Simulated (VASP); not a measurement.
A convergence study with VASP on TiAl (L1_0): one setting is varied, all else stays as given below, so the limit is that of these other settings. Each run relaxes cell and ions from the cell shown.

```xyz
2
Lattice="2.8300 0.0000 0.0000 0.0000 2.8300 0.0000 0.0000 0.0000 4.0700" Properties=species:S:1:pos:R:3 pbc="T T T"
Ti     0.0000     0.0000     0.0000
Al     1.4150     1.4150     2.0350
```

These are PBE GGA, VASP's PBE PAW potentials (set 64) (plane waves; VASP) values and carry that method's errors. The tightest run used: 550 eV cut-off, 17×17×12 Γ-centred mesh, first-order Methfessel-Paxton smearing of 0.10 eV, potentials Ti_sv Al.

Problem. The settings run are 2×2×1 mesh; 3×3×2 mesh; 4×4×3 mesh; 5×5×4 mesh; 6×6×4 mesh; 7×7×5 mesh; 8×8×6 mesh; 9×9×6 mesh; 11×11×8 mesh; 12×12×9 mesh; 13×13×9 mesh; 14×14×10 mesh; 15×15×11 mesh; 16×16×11 mesh; 17×17×12 mesh. From which on does the relaxed volume stay within 0.1 Å³/atom of the tightest run?

Solution. From 4×4×3 mesh on: it is off by 0.054 there and by no more than 0.1 in any finer run, while 3×3×2 mesh is off by 0.284.
```tsv
setting	relaxed volume (Å³/atom)	E (eV/atom)	irreducible k-points	difference judged (Å³/atom)
2×2×1 mesh	15.678	-6.2097	3	0.549
3×3×2 mesh	15.943	-6.1902	6	0.284
4×4×3 mesh	16.173	-6.1604	12	0.054
5×5×4 mesh	16.229	-6.1658	18	0.002
6×6×4 mesh	16.236	-6.1974	30	0.010
7×7×5 mesh	16.226	-6.1924	30	0.001
8×8×6 mesh	16.231	-6.1925	60	0.004
9×9×6 mesh	16.234	-6.1935	60	0.007
11×11×8 mesh	16.229	-6.1971	105	0.002
12×12×9 mesh	16.225	-6.1965	140	0.001
13×13×9 mesh	16.225	-6.1948	140	0.002
14×14×10 mesh	16.223	-6.1958	216	0.003
15×15×11 mesh	16.224	-6.1961	216	0.002
16×16×11 mesh	16.227	-6.1959	270	0.000
17×17×12 mesh	16.227	-6.1954	315	0.000
```

Left out are rungs that failed or repeat a setting and relaxations that didn't move; long series are thinned to 24 rows.

The compound is TiAl in the L1_0 structure. The electron count is odd and the run is not spin-polarised, which forces a metal.
